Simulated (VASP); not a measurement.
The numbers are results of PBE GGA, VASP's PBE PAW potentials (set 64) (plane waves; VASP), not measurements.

A VASP calculation is set up with these files.

**KPOINTS**
```
Automatic mesh
0
Gamma
  10 10 9
0 0 0
```

**POSCAR**
```
TiB2
1
    1.5150000000    -2.6240570000     0.0000000000
    1.5150000000     2.6240570000     0.0000000000
    0.0000000000     0.0000000000     3.2300000000
Ti B
1 2
Direct
  0.0000000000   0.0000000000   0.0000000000
  0.3333330000   0.6666670000   0.5000000000
  0.6666670000   0.3333330000   0.5000000000
```

**INCAR**
```
ALGO = Normal
EDIFF = 1E-6
ENCUT = 800
GGA = PE
ISIF = 2
ISMEAR = 1
LASPH = .TRUE.
LCHARG = .FALSE.
LMAXMIX = 4
LREAL = .FALSE.
LWAVE = .FALSE.
NELM = 100
PREC = Accurate
SIGMA = 0.1
SYSTEM = TiB2
```

POTCAR, in this order: Ti_sv B_h (PBE.64 set). Program: vasp_std.

### Question
Predict the energy per atom (σ→0), band gap (on the k-mesh).

### Answer

The energy per atom (σ→0) is -8.142 eV/atom. The band gap (on the k-mesh) is none (metal, semimetal or under 0.01 eV).

File OSZICAR:
```
...
DAV:   7    -0.244218309300E+02   -0.41666E-01   -0.17927E+00  2080   0.159E+01    0.313E+00
DAV:   8    -0.244288547438E+02   -0.70238E-02   -0.14148E-01  2617   0.366E+00    0.777E-01
DAV:   9    -0.244270462640E+02    0.18085E-02   -0.48103E-02  2551   0.311E+00    0.232E-01
DAV:  10    -0.244267331339E+02    0.31313E-03   -0.39026E-03  2088   0.854E-01    0.593E-02
DAV:  11    -0.244267164193E+02    0.16715E-04   -0.33645E-04  2755   0.226E-01    0.499E-02
DAV:  12    -0.244266999880E+02    0.16431E-04   -0.83063E-05  2361   0.122E-01    0.102E-02
DAV:  13    -0.244266996374E+02    0.35065E-06   -0.70634E-06  2255   0.326E-02
   1 F= -.24426700E+02 E0= -.24426428E+02  d E =-.814523E-03
```

The compound is TiB2 in the AlB2 type structure. The cell was not relaxed at this level. The run is one of a series of settings (ENCUT = 800, POTCAR Ti_sv B_h (PBE.64 set) against the base run), some of them coarse on purpose.
